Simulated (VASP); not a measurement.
A convergence study with VASP on TiCo (CsCl type): one setting is varied, all else stays as given below, so the limit is that of these other settings.

```yaml
crystal:
  lattice:
    - [2.99000, 0.00000, 0.00000]
    - [0.00000, 2.99000, 0.00000]
    - [0.00000, 0.00000, 2.99000]
  atoms:
    - { symbol: Ti, position: [0.00000, 0.00000, 0.00000] }
    - { symbol: Co, position: [0.50000, 0.50000, 0.50000] }
```

Level of theory: PBE GGA, VASP's PBE PAW potentials (set 64) (plane waves; VASP 6.6.1). The tightest run used: 550 eV cut-off, 22×22×22 Γ-centred mesh, tetrahedra with Blöchl corrections, potentials Ti_sv Co.

The settings run are 3×3×3 mesh; 4×4×4 mesh; 5×5×5 mesh; 6×6×6 mesh; 7×7×7 mesh; 8×8×8 mesh; 9×9×9 mesh; 10×10×10 mesh; 11×11×11 mesh; 12×12×12 mesh; 13×13×13 mesh; 14×14×14 mesh; 15×15×15 mesh; 16×16×16 mesh; 17×17×17 mesh; 18×18×18 mesh; 19×19×19 mesh; 20×20×20 mesh; 21×21×21 mesh; 22×22×22 mesh. From which on does the energy per atom stay within 0.001 eV/atom of the tightest run?

From 13×13×13 mesh on: it is off by 0.0000 there and by no more than 0.001 in any finer run, while 12×12×12 mesh is off by 0.0016.
```
setting        E (eV/atom)  pressure (GPa)  irreducible k-points  difference judged (eV/atom)
-------------  -----------  --------------  --------------------  ---------------------------
3×3×3 mesh         -7.8616           -5.87                     4                       0.0459
4×4×4 mesh         -7.8516           -3.97                    10                       0.0359
5×5×5 mesh         -7.7995           -3.59                    10                       0.0161
6×6×6 mesh         -7.8229           -3.21                    20                       0.0072
7×7×7 mesh         -7.8090           -3.57                    20                       0.0067
8×8×8 mesh         -7.8165           -3.56                    35                       0.0008
9×9×9 mesh         -7.8152           -3.71                    35                       0.0005
10×10×10 mesh      -7.8156           -3.63                    56                       0.0001
11×11×11 mesh      -7.8160           -3.53                    56                       0.0003
12×12×12 mesh      -7.8141           -3.53                    84                       0.0016
13×13×13 mesh      -7.8157           -3.59                    84                       0.0000
14×14×14 mesh      -7.8152           -3.62                   120                       0.0005
15×15×15 mesh      -7.8158           -3.60                   120                       0.0001
16×16×16 mesh      -7.8155           -3.56                   165                       0.0002
17×17×17 mesh      -7.8155           -3.57                   165                       0.0002
18×18×18 mesh      -7.8155           -3.58                   220                       0.0002
19×19×19 mesh      -7.8155           -3.60                   220                       0.0002
20×20×20 mesh      -7.8157           -3.59                   286                       0.0000
21×21×21 mesh      -7.8155           -3.60                   286                       0.0002
22×22×22 mesh      -7.8157           -3.58                   364                       0.0000
```

Left out are rungs that failed or repeat a setting and relaxations that didn't move; long series are thinned to 24 rows.

The compound is TiCo in the CsCl type structure. The cell was not relaxed at this level. The run is not spin-polarised, so no magnetic state was tried. The electron count is odd and the run is not spin-polarised, which forces a metal.
